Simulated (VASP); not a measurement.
Elastic constants (GPa) of a crystal from r2SCAN meta-GGA, VASP's PBE PAW potentials (set 64) run with VASP 6.6.1:

```
      xx    yy    zz    yz    xz    xy
--  ----  ----  ----  ----  ----  ----
xx  74.6  20.0  20.0   0.0   0.0   0.0
yy  20.0  74.6  20.0   0.0   0.0   0.0
zz  20.0  20.0  74.6   0.0   0.0   0.0
yz   0.0   0.0   0.0  10.3   0.0   0.0
xz   0.0   0.0   0.0   0.0  10.3   0.0
xy   0.0   0.0   0.0   0.0   0.0  10.3
```

### Question
Work out the Voigt, Reuss and Hill moduli, Young's modulus and Poisson's ratio.

### Answer
All eigenvalues are positive (smallest 10.3 GPa), so the crystal is stable. K_V = (C11+C22+C33+2(C12+C13+C23))/9 = (223.8 + 2×60.0)/9 = 38.2 GPa; G_V = (223.8 − 60.0 + 3×30.9)/15 = 17.1 GPa. From the compliances, K_R = 38.2 GPa and G_R = 13.7 GPa. Hill: K = 38.2 GPa, G = 15.4 GPa, E = 9KG/(3K+G) = 40.7 GPa, ν = (3K−2G)/(2(3K+G)) = 0.322. K/G = 2.48, above Pugh's 1.75; universal anisotropy A^U = 1.23.

### Question
With a density of 3.08 g/cm³, what are the mean sound speeds?

### Answer
v_l = √((K+4G/3)/ρ) = 4.37 km/s and v_t = √(G/ρ) = 2.24 km/s. The crystal is SrCl$_{2}$ (fluorite), cubic.

The compound is SrCl2 in the fluorite structure. It was relaxed first.
